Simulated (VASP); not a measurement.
VASP input:

### POSCAR
```
ZrB
3.4405580
  0.0000000000   0.7071068375   0.7071068375
  0.7071068375   0.0000000000   0.7071068375
  0.7071068375   0.7071068375   0.0000000000
Zr B
1 1
Cart
  1.4142136749   1.4142136749   1.4142136749
  0.7071068375   0.7071068375   0.7071068375
```

**KPOINTS**
```
Automatic mesh
0
Gamma
14 14 14
0 0 0
```

### INCAR
```
GGA=PS
LASPH=.TRUE.   ! aspherical one-centre terms
LMAXMIX=4   ! l cut-off of mixed one-centre charges
ENCUT=520   ! plane-wave cut-off (eV)
LWAVE=.FALSE.
PREC=Accurate
LORBIT=11   ! lm-projected
LCHARG=.TRUE.
ISMEAR=-5
LREAL=.FALSE.   ! projection in real space or not
NEDOS=601   ! DOS grid
NELM=100   ! most electronic steps
ISIF=2
ALGO=Normal
SYSTEM=ZrB
EDIFF=1E-7   ! SCF stop (eV)
```

POTCAR, in this order: Zr_sv B (PBE.64 set). Program: vasp_std.

**Question.** Translate this PBEsol calculation to Quantum ESPRESSO's pw.x.

**Answer.** One equivalent input (not run):
```
&CONTROL
  calculation = 'scf'
  pseudo_dir = './pseudo'
  outdir = './out'
  tprnfor = .true.
  tstress = .true.
/
&SYSTEM
  ibrav = 0
  nat = 2
  ntyp = 2
  ecutwfc = 76
  occupations = 'tetrahedra'
  input_dft = 'pbesol'
/
&ELECTRONS
  conv_thr = 7.3e-09
  electron_maxstep = 100
/
ATOMIC_SPECIES
  Zr 91.224 Zr.upf
  B 10.810 B.upf
CELL_PARAMETERS angstrom
     0.0000000    2.4328421    2.4328421
     2.4328421   -0.0000000    2.4328421
     2.4328421    2.4328421   -0.0000000
ATOMIC_POSITIONS crystal
  Zr   1.0000000  1.0000000  1.0000000
  B    0.5000000  0.5000000  0.5000000
K_POINTS automatic
  14 14 14 0 0 0
```
What does not carry over: the potentials are each code's own (VASP's PAW set, PseudoDojo norm-conserving files in pw.x), so ENCUT and ecutwfc are chosen apart and not converted; conv_thr bounds pw.x's estimated SCF error, while EDIFF bounds the energy change between steps.

The structure was generated: ZrB was put into the rock salt type (Fm-3m), which need not be its known phase. It was relaxed first, which changed the volume by -34 %.
